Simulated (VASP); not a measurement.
Write the native input for VASP 6.6.1 that does the following.

```
Task                   : single point
Functional             : PBE
Potentials or basis    : VASP PAW PBE potentials, release 64 (P, W_sv)
Cutoff                 : 520 eV
k mesh                 : 4 × 3 × 4
Occupations            : fermi-dirac, width 0.1 eV
Spin                   : no spin polarisation
Dipole correction      : no
Further INCAR settings : ALGO = Normal; EDIFF = 1e-07; NBANDS = 33
```

The structure of P2W lies in POSCAR:

```
P2W
1.0
    4.3176610000     -0.0725440000      0.6129310000
   -0.5419950000      4.7164240000      0.1253210000
   -0.9413910000      0.1480510000      4.2158260000
P W
4 2
Direct
    0.6963802514      0.1469265768      0.4329533455
    0.8547921087      0.5532236498      0.7034315166
    0.4349633143      0.7321843579      0.8239667446
    0.4951752278      0.2190156004      0.9080354593
    0.2661337240      0.4587060210      0.3558052190
    0.9868082635      0.9534977942      0.0500647624
```

The cell was built by a generator and needn't be a form met in nature.

The input as run:

INCAR

```
PREC = Accurate
ENCUT = 520
EDIFF = 1E-7
ISMEAR = -1
SIGMA = 0.1
LREAL = False
LASPH = True
NELM = 100
ALGO = Normal
ISIF = 2
LWAVE = False
LCHARG = False
GGA = PE
NBANDS = 33
```

KPOINTS

```
Automatic mesh
0
Gamma
  4 3 4
```

Potentials or basis: VASP PAW PBE potentials, release 64 (P, W_sv).

Launch:

```console
$ cat potpaw_PBE.64/P/POTCAR potpaw_PBE.64/W_sv/POTCAR > POTCAR
$ mpirun -np 1 vasp_std > vasp.out
```

Results of the run:

| Property | Result |
| --- | --- |
| Pressure | 3.4 GPa |
| Largest force | 2.610 eV/Å |
| Band gap on the k mesh | none (metal or under the smearing width) |

Caveat: the k mesh is coarse (spacing up to 0.45 Å⁻¹), so the values aren't converged.

Run time: 42 s on 1 thread of Intel(R) Xeon(R) 6975P-C (Granite Rapids), on a shared host, peak memory 0.21 GiB.
